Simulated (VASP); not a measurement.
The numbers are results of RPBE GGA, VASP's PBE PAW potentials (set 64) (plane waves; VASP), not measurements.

VASP input:

**POSCAR**
```
SrTe
1.0
  0.0000000000   3.4105946047   3.4105946047
  3.4105946047   0.0000000000   3.4105946047
  3.4105946047   3.4105946047   0.0000000000
Sr Te
1 1
Cart
  0.0000000000   0.0000000000   0.0000000000
  3.4105946047   3.4105946047   3.4105946047
```

**KPOINTS**
```
Automatic mesh
0
Gamma
8 8 8
0 0 0
```

INCAR:
```
SYSTEM = SrTe
ALGO = Normal
LWAVE = .FALSE.
ISIF = 2   # forces and stress, cell fixed
LMAXMIX = 4   # l cut-off of mixed one-centre charges
ENCUT = 520   # plane-wave cut-off (eV)
PREC = Accurate
ISMEAR = -5   # tetrahedra, Bloechl
LCHARG = .TRUE.
LREAL = .FALSE.
GGA = RP   # RPBE
LASPH = .TRUE.   # aspherical one-centre terms
EDIFF = 1E-7
LORBIT = 11   # lm-projected
NEDOS = 601   # DOS grid
NELM = 100
```

POTCAR, in this order: Sr_sv Te (PBE.64 set). Program: vasp_std.

Unless said otherwise, spin-orbit coupling is left out, though it shifts the bands of the heavy elements here.

### Question
What does the run give for the energy per atom (σ→0), band gap (on the k-mesh)?

### Answer

- energy per atom (σ→0) = -3.870 eV/atom
- band gap (on the k-mesh) = 1.97 eV

OSZICAR:
```
...
DAV:   8    -0.773849545729E+01   -0.35129E-02   -0.28041E-02   828   0.933E-01    0.294E-01
DAV:   9    -0.773903465835E+01   -0.53920E-03   -0.10866E-03   948   0.266E-01    0.106E-01
DAV:  10    -0.773965553582E+01   -0.62088E-03   -0.65521E-04   840   0.175E-01    0.220E-02
DAV:  11    -0.773973179879E+01   -0.76263E-04   -0.93704E-05   892   0.635E-02    0.244E-02
DAV:  12    -0.773974259575E+01   -0.10797E-04   -0.23941E-05   852   0.308E-02    0.168E-03
DAV:  13    -0.773974283864E+01   -0.24289E-06   -0.92472E-07  1008   0.519E-03    0.153E-03
DAV:  14    -0.773974287566E+01   -0.37016E-07   -0.67289E-08   660   0.179E-03
   1 F= -.77397429E+01 E0= -.77397429E+01  d E =0.000000E+00
```

The compound is SrTe in the rock salt structure. It was relaxed first, which changed the volume by +7 %.
